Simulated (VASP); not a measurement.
Here is the system:

```
CELL_PARAMETERS angstrom
     -0.01168     6.29759     6.29758
      6.28589     0.00002     6.28588
      3.14295     3.14295     0.00000
ATOMIC_POSITIONS crystal
  Zn 0.00372 0.99876 0.99752
  Zn 0.00372 0.49876 0.99752
  Te 0.10984 0.13005 0.26011
  Te 0.10984 0.63005 0.26011
  Te 0.64270 0.11910 0.23820
  Te 0.64270 0.61910 0.23820
  Hg 0.49374 0.00209 0.00417
  Hg 0.49374 0.50209 0.00417
```

All values below come from PBEsol GGA, VASP's PBE PAW potentials (set 64) (plane waves; VASP). Run with 400 eV cut-off, 5×5×10 Γ-centred mesh, tetrahedra with Blöchl corrections, potentials Zn Te Hg.

The cores are frozen, which limits the accuracy of field gradients.

Q: Give the principal components of the electric field gradient (V/Å²) and the asymmetry η at each nucleus.

A: 
| atom | Vxx | Vyy | Vzz | η |
|---|---|---|---|---|
| Zn1 | 2.0 | 1.9 | -3.9 | 0.00 |
| Zn2 | 2.0 | 1.9 | -3.9 | 0.00 |
| Te3 | -19.0 | -18.9 | 37.9 | 0.00 |
| Te4 | -19.0 | -18.9 | 37.9 | 0.00 |
| Te5 | -0.1 | 0.0 | 0.1 | - |
| Te6 | -0.1 | 0.0 | 0.1 | - |
| Hg7 | 12.2 | 12.1 | -24.3 | 0.00 |
| Hg8 | 12.2 | 12.1 | -24.3 | 0.00 |

The structure was generated: Hg2Zn2Te4 was put into an ordered model structure (R3m), which need not be its known phase. It was relaxed first.
